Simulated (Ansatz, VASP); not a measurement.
# RbPd: VASP beside Ansatz

The input INCAR:

```
SYSTEM = RbPd
PREC = Accurate ; ENCUT = 520
EDIFF = 1E-6 ; ISMEAR = 0
SIGMA = 0.1 ; LREAL = .False.
LASPH = .True. ; NELM = 80
ALGO = Normal ; ISIF = 2
LWAVE = .False. ; LCHARG = .False.
GGA = PE ; NBANDS = 16
```

The input KPOINTS:

```
Automatic mesh
0
Gamma
  6 6 6
  0 0 0
```

The input POSCAR:

```
RbPd
1.0
    0.0000000000      3.1148990200      3.1148990200
    3.1148990200      0.0000000000      3.1148990200
    3.1148990200      3.1148990200      0.0000000000
Rb Pd
1 1
Direct
    0.5000000000      0.5000000000      0.5000000000
    0.0000000000      0.0000000000      0.0000000000
```

Input for Ansatz:

```yaml
crystal:
  lattice:
    - [0.0, 3.11489902, 3.11489902]
    - [3.11489902, 0.0, 3.11489902]
    - [3.11489902, 3.11489902, 0.0]
  atoms:
    - { symbol: Rb, position: [0.5, 0.5, 0.5] }
    - { symbol: Pd, position: [0.0, 0.0, 0.0] }
basis:
  ecutwfc: 420
kpoints:
  mp_grid: { grid: [6, 6, 6] }
hamiltonian:
  xc: pbe
scf:
  occupations: { method: gaussian, width: 0.1 }
  lower_state_search: "off"
output:
  forces: true
  stress: true
  eigenvalues: true
```

Alike in both runs: task single point; functional PBE; k mesh 6 × 6 × 6; occupations gaussian, width 0.1 eV; no spin polarisation.

```csv
,VASP,Ansatz
version,VASP 6.6.1,Ansatz 0.2.0
potentials or method,"VASP PAW PBE potentials, release 64 (Rb_sv, Pd)","scalar-relativistic, plane waves, PAW"
plane-wave cutoff (eV),520,420
valence electrons in the cell,19,27
```

|  | VASP | Ansatz | Ansatz less VASP |
| --- | --- | --- | --- |
| gap on the k mesh at the Fermi level (eV) | none | none | - |
| pressure (GPa) | 3.6 | 3.5 | -0.10 |

A gap of «none» marks a metal or a gap that the smearing closes. The two sets of potentials don't hold the same shells in valence.
